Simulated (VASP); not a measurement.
```yaml
crystal:
  lattice:
    - [2.27746, -3.93109, 0.00000]
    - [2.27746, 3.93109, 0.00000]
    - [0.00000, 0.00000, 4.67198]
  atoms:
    - { symbol: Ga, position: [0.15559, 0.84441, 0.91904] }
    - { symbol: Ga, position: [0.34441, 0.65559, 0.41904] }
    - { symbol: Ga, position: [0.65559, 0.34441, 0.58096] }
    - { symbol: Ga, position: [0.84441, 0.15559, 0.08096] }
```

These are revPBE GGA, VASP's PBE PAW potentials (set 64) (plane waves; VASP 6.6.1) values and carry that method's errors. Settings: 520 eV cut-off, Gaussian smearing of 0.050 eV, potentials Ga_d.

Question: Give the energies of bands 21 to 30 at the high-symmetry points, in eV from the Fermi level.

Answer: 
| band | Γ | Y | C0 | Z | A0 | T | S | R |
|---|---|---|---|---|---|---|---|---|
| 21 | -10.64 | -9.08 | -8.29 | -8.93 | -6.70 | -7.43 | -8.27 | -7.00 |
| 22 | -4.37 | -7.03 | -7.34 | -8.93 | -6.70 | -7.43 | -8.27 | -7.00 |
| 23 | -3.78 | -4.09 | -6.34 | -0.35 | -5.88 | -5.24 | -3.50 | -6.05 |
| 24 | -1.71 | -2.97 | -1.35 | -0.35 | -5.88 | -5.24 | -3.50 | -6.05 |
| 25 | -1.55 | -2.06 | -1.11 | 0.02 | -3.41 | -1.12 | -1.36 | -1.50 |
| 26 | -0.79 | -1.59 | -0.33 | 0.02 | -3.41 | -1.12 | -1.36 | -1.50 |
| 27 | 0.69 | 1.03 | -0.32 | 0.04 | 4.05 | -0.77 | 0.55 | 0.38 |
| 28 | 0.95 | 1.05 | 0.75 | 0.04 | 4.05 | -0.77 | 0.55 | 0.38 |
| 29 | 1.15 | 3.13 | 1.84 | 1.83 | 4.76 | 5.95 | 3.75 | 6.82 |
| 30 | 4.76 | 3.54 | 2.83 | 1.83 | 4.76 | 5.95 | 3.75 | 6.83 |

It has no gap at this level: it comes out as a metal or semimetal.

The compound is Ga in the alpha structure. It was relaxed first, which changed the volume by +7 %.
